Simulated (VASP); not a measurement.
Output of a VASP run:

OSZICAR:
```
       N       E                     dE             d eps       ncg     rms          rms(c)
DAV:   1     0.882695684070E+02    0.88270E+02   -0.81630E+03  4914   0.101E+03
DAV:   2    -0.231574897551E+02   -0.11143E+03   -0.10992E+03  5849   0.278E+02
DAV:   3    -0.256392333486E+02   -0.24817E+01   -0.24228E+01  6451   0.400E+01
DAV:   4    -0.256553037993E+02   -0.16070E-01   -0.16060E-01  5730   0.364E+00
DAV:   5    -0.256554951486E+02   -0.19135E-03   -0.19133E-03  6395   0.369E-01    0.255E+01
DAV:   6    -0.248961563915E+02    0.75934E+00   -0.45652E+00  5856   0.158E+01    0.883E+00
DAV:   7    -0.248147107219E+02    0.81446E-01   -0.30177E-01  5471   0.323E+00    0.465E+00
DAV:   8    -0.247921595329E+02    0.22551E-01   -0.46789E-02  6304   0.190E+00    0.310E-01
DAV:   9    -0.247917645334E+02    0.39500E-03   -0.12527E-03  5828   0.279E-01    0.181E-01
DAV:  10    -0.247916885334E+02    0.76000E-04   -0.31207E-04  6059   0.174E-01    0.346E-02
DAV:  11    -0.247916821266E+02    0.64068E-05   -0.37030E-05  6101   0.487E-02    0.143E-02
DAV:  12    -0.247916822045E+02   -0.77984E-07   -0.14718E-06  4001   0.848E-03
   1 F= -.24791682E+02 E0= -.24786438E+02  d E =-.104892E-01
```

File OUTCAR:
```
------------------------ aborting loop because EDIFF is reached ----------------------------------------
  FORCE on cell =-STRESS in cart. coord.  units (eV):
  Direction    XX          YY          ZZ          XY          YZ          ZX
  --------------------------------------------------------------------------------------
  Total        0.8591643      0.8591643      0.8927723      0.0000000      0.0000000     -0.0000000
  in kB       34.1228253     34.1228253     35.4576102      0.0000000      0.0000000     -0.0000000
  external PRESSURE =      34.5677536 kB  Pullay stress =       0.0000000 kB
  volume of cell :       40.34
      direct lattice vectors                 reciprocal lattice vectors
    -1.605000000  1.605000000  3.915000000     0.000000000  0.311526480  0.127713921
     1.605000000 -1.605000000  3.915000000     0.311526480  0.000000000  0.127713921
     1.605000000  1.605000000 -3.915000000     0.311526480  0.311526480  0.000000000
 POSITION                                       TOTAL-FORCE (eV/Angst)
 -----------------------------------------------------------------------------------
      0.00000      0.00000      5.20695        -0.000000     -0.000000      0.131976
      0.00000      0.00000      2.62305        -0.000000     -0.000000     -0.131976
      0.00000      0.00000      0.00000         0.000000      0.000000      0.000000
 -----------------------------------------------------------------------------------
    total drift:                                0.000000      0.000000     -0.000000
  FREE ENERGIE OF THE ION-ELECTRON SYSTEM (eV)
  ---------------------------------------------------
  free  energy   TOTEN  =       -24.7916822045 eV

  energy  without entropy=      -24.7811930124  energy(sigma->0) =      -24.78643761
```
(Selected blocks of OUTCAR.)

### POSCAR
```
WSi2
1
   -1.6050000000     1.6050000000     3.9150000000
    1.6050000000    -1.6050000000     3.9150000000
    1.6050000000     1.6050000000    -3.9150000000
Si W
2 1
Direct
  0.6650000000   0.6650000000   0.0000000000
  0.3350000000   0.3350000000   0.0000000000
  0.0000000000   0.0000000000   0.0000000000
```

Problem. Reconstruct the remaining input files.

Solution. Several could match; the one computed here: the input of the run itself, PBE GGA, plane waves, VASP's PBE PAW potentials (set 64).

**INCAR**
```
! general
SYSTEM  = WSi2
PREC    = Accurate
ENCUT   = 300   ! plane-wave cut-off (eV)
LREAL   = .FALSE.   ! projection in real space or not
LASPH   = .TRUE.   ! aspherical one-centre terms

! electronic loop
EDIFF   = 1E-6   ! SCF stop (eV)
NELM    = 100   ! most electronic steps
ALGO    = Normal   ! blocked Davidson
LMAXMIX = 6   ! l cut-off of mixed one-centre charges

! smearing
ISMEAR  = -1   ! Fermi-Dirac
SIGMA   = 0.1   ! width (eV)

! functional
GGA     = PE   ! PBE

! ions
ISIF    = 2

! output
LWAVE   = .FALSE.
LCHARG  = .FALSE.
```

KPOINTS:
```
Regular mesh
0
gamma
  12 12 12
```

POTCAR, in this order: Si W_sv (PBE.64 set). Program: vasp_std.

At this cut-off the stress carries a Pulay error, which pulls relaxed volumes low.

The structure is a typed WSi2 crystal. The cell was not relaxed at this level.
